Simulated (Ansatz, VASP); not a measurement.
# One calculation of SiNiO, two programs

Contents of POSCAR:

```
SiNiO
1.0
    3.3165418800      0.0000000000      0.0000000000
    0.0000000000      3.3165418800      0.0000000000
    0.0000000000      0.0000000000      7.4716415500
Ni O Si
2 2 2
Direct
    0.0000000000      0.5000000000      0.2700000000
    0.5000000000      0.0000000000      0.7300000000
    0.0000000000      0.5000000000      0.6250000000
    0.5000000000      0.0000000000      0.3750000000
    0.0000000000      0.0000000000      0.0000000000
    0.5000000000      0.5000000000      0.0000000000
```

Contents of INCAR.step1:

```
PREC = Accurate
ENCUT = 520
ISMEAR = -1
SIGMA = 0.1
LREAL = False
LASPH = True
NELM = 100
NBANDS = 29
GGA = PE
ALGO = Normal
EDIFF = 1E-4
LWAVE = True
LCHARG = False
```

INCAR.step2

```
PREC = Accurate
ENCUT = 520
EDIFF = 1E-6
ISMEAR = -1
SIGMA = 0.1
LREAL = False
LASPH = True
NELM = 100
ALGO = Normal
ISIF = 2
LWAVE = False
LCHARG = False
METAGGA = R2SCAN
LMIXTAU = True
NBANDS = 29
ISTART = 1
```

Contents of KPOINTS:

```
regular mesh
0
Gamma
  10 10 5
```

Input for Ansatz:

```yaml
crystal:
  lattice:
    - [3.31654188, 0.0, 0.0]
    - [0.0, 3.31654188, 0.0]
    - [0.0, 0.0, 7.47164155]
  atoms:
    - { symbol: Ni, position: [0.0, 0.5, 0.27] }
    - { symbol: Ni, position: [0.5, 0.0, 0.73] }
    - { symbol: O, position: [0.0, 0.5, 0.625] }
    - { symbol: O, position: [0.5, 0.0, 0.375] }
    - { symbol: Si, position: [0.0, 0.0, 0.0] }
    - { symbol: Si, position: [0.5, 0.5, 0.0] }
  symmetry: { tolerance: 0.0003 }
kpoints:
  mp_grid: { grid: [10, 10, 5], shift: [0, 0, 0] }
  band_path:
    path:
      - [0.0, 0.0, 0.0]
      - [0.0, 0.5, 0.0]
      - [0.5, 0.5, 0.0]
      - [0.0, 0.0, 0.0]
      - [0.0, 0.0, 0.5]
      - [0.0, 0.5, 0.5]
      - [0.5, 0.5, 0.5]
      - [0.0, 0.0, 0.5]
      - [0.0, 0.5, 0.0]
      - [0.0, 0.5, 0.5]
      - [0.5, 0.5, 0.0]
    npoints: 6
magnetization:
  spin_polarized: false
scf:
  occupations: { method: fermi_dirac }
  lower_state_search: "off"
  max_iter: 200
hamiltonian:
  pseudopotentials: { kind: paw }
  xc: r2scan
basis:
  ecutwfc: 500
  fft_grid_basis: typed
output:
  forces: true
  stress: true
  eigenvalues: true
  bader: true
  populations: true
  elf: true
  write_potential: true
  volumetric_format: npy
  dos:
    e_range: [-12, 8]
    de: 0.05
    projected: { site_lists: { Ni: [Ni], O: [O], Si: [Si] } }
checkpoint:
  read: saved_state
```

The cell was built by a generator and needn't be a form met in nature.

Alike in both runs: task single point; functional r2SCAN; k mesh 10 × 10 × 5; no spin polarisation.

|  | VASP | Ansatz |
| --- | --- | --- |
| version | VASP 6.6.1 | Ansatz 0.2.0 |
| potentials or method | VASP PAW PBE potentials, release 64 (Ni, O, Si) | PAW plane waves |
| plane-wave cutoff (eV) | 520 | 500 |
| occupations | fermi-dirac, width 0.1 eV | fermi-dirac |
| valence electrons in the cell | 40 | 56 |

VASP gave:

- pressure (GPa): -18.5
- largest component of the traceless stress (GPa): 9.75
- rms of the force components (eV/Å): 0.562

Q: Estimate Ansatz's values.

A: Pressure (GPa): -18.6; largest component of the traceless stress (GPa): 9.83; rms of the force components (eV/Å): 0.553.

Atom by atom the forces differ by 0.012 eV/Å (rms over components). The two sets of potentials don't hold the same shells in valence.

Caveats: so large a pressure means that the cell lies far from this level's equilibrium, or that cutoff or potentials fall short (VASP); the potentials were made for another functional, which shifts forces and pressure (VASP); the run has no spin polarisation, though such a crystal can be magnetic; semilocal functionals often make such compounds metallic where correlation or magnetic order opens a gap, which also shifts bond lengths. Spin polarisation is off, so any magnetic state and its effect on volume and gap are missing. With open d or f shells a metallic result of r2SCAN can be an artefact of self-interaction; +U or a hybrid may open a gap.
